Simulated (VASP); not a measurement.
Level of theory: r2SCAN meta-GGA, VASP's PBE PAW potentials (set 64) (plane waves; VASP).

The input files of a VASP run:

File KPOINTS:
```
Regular mesh
0
Gamma
  17 17 17
```

INCAR:
```
SYSTEM = Cu
PREC = Accurate; ENCUT = 500; LREAL = F
LASPH = T
EDIFF = 1E-6; NELM = 100; ALGO = Normal
LMAXMIX = 4; LMIXTAU = T
ISMEAR = 1; SIGMA = 0.1
METAGGA = R2SCAN
IBRION = 2; NSW = 40; ISIF = 3
EDIFFG = -0.02
LWAVE = F; LCHARG = F
```

### POSCAR
```
Cu
1
    0.0000000000     1.7883426934     1.7883426934
    1.7883426934     0.0000000000     1.7883426934
    1.7883426934     1.7883426934     0.0000000000
Cu
1
Direct
  0.0000000000   0.0000000000   0.0000000000
```

POTCAR, in this order: Cu (PBE.64 set). Program: vasp_std.

### Question
What will the output report for the number of irreducible k-points (NKPTS), largest plane-wave count, number of space-group operations, FFT grid (NGX, NGY, NGZ)?

### Answer

* **number of irreducible k-points (NKPTS)**: 165
* **largest plane-wave count**: 303
* **number of space-group operations**: 48
* **FFT grid (NGX, NGY, NGZ)**: 18 × 18 × 18

The compound is Cu in the fcc structure. This run relaxes it. Symmetry was kept, so distortions that lower it aren't found.
